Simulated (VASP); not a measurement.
Given:

```
CELL_PARAMETERS angstrom
      4.15980     0.00000     0.00000
      0.00000     4.15980     0.00000
      0.00000     0.00000     4.15980
ATOMIC_POSITIONS crystal
  Ba 0.00000 0.00000 0.00000
  Zr 0.50000 0.50000 0.50000
  O  0.50000 0.00000 0.50000
  O  0.00000 0.50000 0.50000
  O  0.50000 0.50000 0.00000
```

Computed with LDA (Ceperley-Alder, Perdew-Zunger), VASP's LDA PAW potentials (set 64) (plane waves; VASP). Settings: 520 eV cut-off, 5×5×5 Γ-centred mesh, Gaussian smearing of 0.010 eV, potentials Ba_sv Zr_sv O.

Q: Give the electronic dielectric tensor ε∞ (DFPT, local fields included).

A: 
```
4.96  0.00  0.00
0.00  4.96  0.00
0.00  0.00  4.96
```

Q: Give the Born effective charges.

A: 
| atom | Z*xx | Z*yy | Z*zz | mean |
|---|---|---|---|---|
| Ba1 | 2.74 | 2.74 | 2.74 | 2.74 |
| Zr2 | 6.14 | 6.14 | 6.14 | 6.14 |
| O3 | -2.02 | -4.83 | -2.02 | -2.96 |
| O4 | -4.83 | -2.02 | -2.02 | -2.96 |
| O5 | -2.02 | -2.02 | -4.83 | -2.96 |

The compound is BaZrO3 in the cubic perovskite structure. It was relaxed first.
